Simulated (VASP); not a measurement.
OSZICAR of a VASP run on N (space group P6_3/mmc):

File OSZICAR:
```
...
DAV:  98     0.232397051268E+02   -0.39012E-02   -0.45425E-02   336   0.386E+00    0.181E-02
DAV:  99     0.232414165690E+02    0.17114E-02   -0.25167E-02   342   0.318E+00    0.185E-02
DAV: 100     0.232453993071E+02    0.39827E-02   -0.36017E-02   336   0.398E+00    0.181E-02
DAV: 101     0.232464143128E+02    0.10150E-02   -0.17581E-02   336   0.230E+00    0.183E-02
DAV: 102     0.232840404970E+02    0.37626E-01   -0.50277E-02   348   0.472E+00    0.113E-02
DAV: 103     0.232625185962E+02   -0.21522E-01   -0.80958E-02   336   0.446E+00    0.148E-02
DAV: 104     0.232614656039E+02   -0.10530E-02   -0.71068E-02   336   0.506E+00    0.205E-02
DAV: 105     0.232722276263E+02    0.10762E-01   -0.56188E-02   336   0.459E+00    0.211E-02
DAV: 106     0.232752873759E+02    0.30597E-02   -0.31936E-02   348   0.352E+00    0.219E-02
DAV: 107     0.232632121349E+02   -0.12075E-01   -0.65423E-02   336   0.482E+00    0.229E-02
DAV: 108     0.232674821557E+02    0.42700E-02   -0.50285E-02   336   0.428E+00    0.212E-02
DAV: 109     0.232810810972E+02    0.13599E-01   -0.25744E-02   342   0.284E+00    0.174E-02
DAV: 110     0.232686894665E+02   -0.12392E-01   -0.40954E-02   342   0.399E+00    0.198E-02
DAV: 111     0.232737241473E+02    0.50347E-02   -0.28619E-02   336   0.312E+00    0.178E-02
DAV: 112     0.232659069072E+02   -0.78172E-02   -0.40740E-02   336   0.357E+00    0.214E-02
DAV: 113     0.232777248104E+02    0.11818E-01   -0.27709E-02   344   0.308E+00    0.223E-02
DAV: 114     0.232946686966E+02    0.16944E-01   -0.75758E-02   336   0.533E+00    0.253E-02
DAV: 115     0.232896509278E+02   -0.50178E-02   -0.53535E-02   336   0.474E+00    0.274E-02
DAV: 116     0.232893615044E+02   -0.28942E-03   -0.41723E-02   336   0.432E+00    0.280E-02
DAV: 117     0.232837074171E+02   -0.56541E-02   -0.50082E-02   336   0.376E+00    0.266E-02
DAV: 118     0.233123742630E+02    0.28667E-01   -0.10392E-01   336   0.628E+00    0.292E-02
DAV: 119     0.232995987776E+02   -0.12775E-01   -0.38913E-02   342   0.336E+00    0.307E-02
DAV: 120     0.233091840215E+02    0.95852E-02   -0.43987E-02   336   0.406E+00    0.308E-02
DAV: 121     0.233054210206E+02   -0.37630E-02   -0.19108E-02   336   0.245E+00    0.311E-02
DAV: 122     0.232727562199E+02   -0.32665E-01   -0.67116E-02   336   0.401E+00    0.366E-02
DAV: 123     0.232773027129E+02    0.45465E-02   -0.40056E-02   336   0.344E+00    0.361E-02
DAV: 124     0.232980107676E+02    0.20708E-01   -0.70280E-02   336   0.493E+00    0.422E-02
DAV: 125     0.233039394424E+02    0.59287E-02   -0.51925E-02   336   0.476E+00    0.454E-02
DAV: 126     0.232981217782E+02   -0.58177E-02   -0.53417E-02   336   0.387E+00    0.475E-02
DAV: 127     0.232434137562E+02   -0.54708E-01   -0.95259E-02   336   0.432E+00    0.381E-02
DAV: 128     0.232350011263E+02   -0.84126E-02   -0.18969E-02   336   0.211E+00    0.284E-02
DAV: 129     0.232075280498E+02   -0.27473E-01   -0.49949E-02   336   0.390E+00    0.303E-02
DAV: 130     0.231892676899E+02   -0.18260E-01   -0.30230E-02   336   0.284E+00    0.279E-02
DAV: 131     0.231891017982E+02   -0.16589E-03   -0.42805E-02   336   0.409E+00    0.264E-02
DAV: 132     0.231888143072E+02   -0.28749E-03   -0.77583E-02   336   0.503E+00    0.230E-02
DAV: 133     0.231974108504E+02    0.85965E-02   -0.67155E-02   342   0.533E+00    0.235E-02
DAV: 134     0.232040537178E+02    0.66429E-02   -0.50029E-02   348   0.405E+00    0.213E-02
DAV: 135     0.231983565497E+02   -0.56972E-02   -0.33291E-02   342   0.322E+00    0.182E-02
DAV: 136     0.232010882211E+02    0.27317E-02   -0.23173E-02   336   0.241E+00    0.183E-02
DAV: 137     0.232273334478E+02    0.26245E-01   -0.22672E-02   336   0.242E+00    0.169E-02
DAV: 138     0.232403481211E+02    0.13015E-01   -0.10399E-02   336   0.171E+00    0.190E-02
DAV: 139     0.232421900448E+02    0.18419E-02   -0.19089E-02   336   0.258E+00    0.211E-02
DAV: 140     0.232390785337E+02   -0.31115E-02   -0.11966E-02   336   0.162E+00    0.220E-02
DAV: 141     0.232398092333E+02    0.73070E-03   -0.13656E-02   336   0.231E+00    0.222E-02
DAV: 142     0.232740694729E+02    0.34260E-01   -0.23558E-01   336   0.990E+00    0.217E-02
DAV: 143     0.232673478142E+02   -0.67217E-02   -0.82607E-02   336   0.549E+00    0.242E-02
DAV: 144     0.232643867288E+02   -0.29611E-02   -0.14201E-01   336   0.955E+00    0.251E-02
DAV: 145     0.232649899245E+02    0.60320E-03   -0.81200E-02   336   0.518E+00    0.257E-02
DAV: 146     0.232622655746E+02   -0.27243E-02   -0.34648E-02   336   0.385E+00    0.251E-02
DAV: 147     0.232745967792E+02    0.12331E-01   -0.11474E-01   336   0.748E+00    0.257E-02
DAV: 148     0.232747056376E+02    0.10886E-03   -0.53803E-02   336   0.404E+00    0.267E-02
DAV: 149     0.232677687137E+02   -0.69369E-02   -0.30878E-02   336   0.300E+00    0.263E-02
DAV: 150     0.232612888545E+02   -0.64799E-02   -0.47696E-02   336   0.391E+00    0.254E-02
DAV: 151     0.232586146262E+02   -0.26742E-02   -0.42971E-02   336   0.418E+00    0.244E-02
DAV: 152     0.232481219860E+02   -0.10493E-01   -0.34607E-02   336   0.390E+00    0.212E-02
DAV: 153     0.232419323300E+02   -0.61897E-02   -0.54950E-02   336   0.363E+00    0.172E-02
DAV: 154     0.232415010390E+02   -0.43129E-03   -0.30626E-02   336   0.297E+00    0.171E-02
DAV: 155     0.232415553065E+02    0.54268E-04   -0.93589E-03   336   0.169E+00    0.165E-02
DAV: 156     0.232391499332E+02   -0.24054E-02   -0.14775E-02   336   0.180E+00    0.158E-02
DAV: 157     0.232523186159E+02    0.13169E-01   -0.61402E-02   336   0.359E+00    0.122E-02
DAV: 158     0.232499276636E+02   -0.23910E-02   -0.38482E-02   336   0.352E+00    0.139E-02
DAV: 159     0.232313619187E+02   -0.18566E-01   -0.38891E-02   336   0.333E+00    0.122E-02
DAV: 160     0.232126801290E+02   -0.18682E-01   -0.18586E-02   336   0.223E+00    0.118E-02
DAV: 161     0.232168313282E+02    0.41512E-02   -0.64704E-02   336   0.508E+00    0.121E-02
DAV: 162     0.232505876600E+02    0.33756E-01   -0.56870E-02   336   0.359E+00    0.159E-02
DAV: 163     0.232738854932E+02    0.23298E-01   -0.91537E-02   336   0.560E+00    0.173E-02
DAV: 164     0.232866682935E+02    0.12783E-01   -0.54640E-02   336   0.445E+00    0.226E-02
DAV: 165     0.232641542081E+02   -0.22514E-01   -0.46668E-02   336   0.413E+00    0.215E-02
DAV: 166     0.232624887141E+02   -0.16655E-02   -0.70470E-02   336   0.539E+00    0.200E-02
DAV: 167     0.232717848307E+02    0.92961E-02   -0.39190E-02   336   0.352E+00    0.216E-02
DAV: 168     0.232751062973E+02    0.33215E-02   -0.49601E-02   336   0.452E+00    0.228E-02
DAV: 169     0.232723357479E+02   -0.27705E-02   -0.35696E-02   336   0.336E+00    0.220E-02
DAV: 170     0.232689468650E+02   -0.33889E-02   -0.28056E-02   336   0.316E+00    0.207E-02
DAV: 171     0.232709425342E+02    0.19957E-02   -0.54104E-02   336   0.451E+00    0.201E-02
DAV: 172     0.232663580532E+02   -0.45845E-02   -0.48235E-02   336   0.402E+00    0.203E-02
DAV: 173     0.232662030440E+02   -0.15501E-03   -0.22674E-02   336   0.276E+00    0.182E-02
DAV: 174     0.232659922024E+02   -0.21084E-03   -0.12860E-02   336   0.219E+00    0.178E-02
DAV: 175     0.232540963685E+02   -0.11896E-01   -0.13088E-02   336   0.205E+00    0.173E-02
DAV: 176     0.232548280812E+02    0.73171E-03   -0.12360E-02   336   0.227E+00    0.170E-02
DAV: 177     0.232838845038E+02    0.29056E-01   -0.84325E-02   342   0.603E+00    0.179E-02
DAV: 178     0.232725420622E+02   -0.11342E-01   -0.36299E-02   336   0.338E+00    0.196E-02
DAV: 179     0.232669450524E+02   -0.55970E-02   -0.72698E-02   344   0.628E+00    0.194E-02
DAV: 180     0.232681434429E+02    0.11984E-02   -0.48003E-02   336   0.436E+00    0.188E-02
DAV: 181     0.232670597181E+02   -0.10837E-02   -0.40410E-02   336   0.397E+00    0.188E-02
DAV: 182     0.232956483800E+02    0.28589E-01   -0.55096E-02   336   0.413E+00    0.232E-02
DAV: 183     0.233357991966E+02    0.40151E-01   -0.85830E-02   336   0.610E+00    0.310E-02
DAV: 184     0.233290638543E+02   -0.67353E-02   -0.51079E-02   336   0.419E+00    0.357E-02
DAV: 185     0.233162149218E+02   -0.12849E-01   -0.43506E-02   336   0.385E+00    0.373E-02
DAV: 186     0.233208362420E+02    0.46213E-02   -0.26146E-02   336   0.305E+00    0.370E-02
DAV: 187     0.232198877054E+02   -0.10095E+00   -0.85519E-02   336   0.503E+00    0.277E-02
DAV: 188     0.232100044195E+02   -0.98833E-02   -0.46680E-02   336   0.383E+00    0.194E-02
DAV: 189     0.232082518188E+02   -0.17526E-02   -0.21964E-02   336   0.261E+00    0.159E-02
DAV: 190     0.232029745836E+02   -0.52772E-02   -0.54260E-02   336   0.497E+00    0.161E-02
DAV: 191     0.232021370349E+02   -0.83755E-03   -0.36660E-02   336   0.375E+00    0.157E-02
DAV: 192     0.232177485116E+02    0.15611E-01   -0.44957E-02   336   0.391E+00    0.179E-02
DAV: 193     0.232208898988E+02    0.31414E-02   -0.16939E-01   336   0.129E+01    0.226E-02
DAV: 194     0.232247930743E+02    0.39032E-02   -0.54242E-02   336   0.425E+00    0.261E-02
DAV: 195     0.232340966565E+02    0.93036E-02   -0.69805E-02   336   0.555E+00    0.284E-02
DAV: 196     0.232346765005E+02    0.57984E-03   -0.81950E-02   336   0.645E+00    0.302E-02
DAV: 197     0.232045100581E+02   -0.30166E-01   -0.13360E-01   336   0.720E+00    0.269E-02
DAV: 198     0.231868246273E+02   -0.17685E-01   -0.74622E-02   356   0.470E+00    0.242E-02
DAV: 199     0.231984851814E+02    0.11661E-01   -0.44729E-02   336   0.347E+00    0.255E-02
DAV: 200     0.232138248622E+02    0.15340E-01   -0.51149E-02   336   0.440E+00
   1 F= 0.23213825E+02 E0= 0.23213825E+02  d E =-.301044E-12
       N       E                     dE             ncg
       N       E                     dE             ncg
       N       E                     dE             ncg
       N       E                     dE             ncg
       N       E                     dE             ncg
       N       E                     dE             ncg
```

Task: Which electronic solver shows in the log?

Result: It is blocked Davidson (ALGO = Normal, or the opening steps of other solvers). The INCAR had ALGO = Normal.

Task: Can the final energy be trusted as converged?

Result: Convergence was not reached. It stopped with EDIFF = 1E-6, NELM = 200 (modified Becke-Johnson potential (mBJ), plane waves, VASP's PBE PAW potentials (set 64)). mBJ is a potential without an energy functional, so only the levels count.  Without a dispersion term in the relaxation, distances and binding between the weakly bound layers, chains or molecules are unreliable, and so is what depends on them.

The structure comes from a computed database's N entry (P6_3/mmc); how it stands against other phases isn't given here. It was relaxed first. The k-mesh is coarse (spacing up to 0.44 per Å, 2π included), so the numbers may not be converged in it. The cell's shape comes from a PBE relaxation.
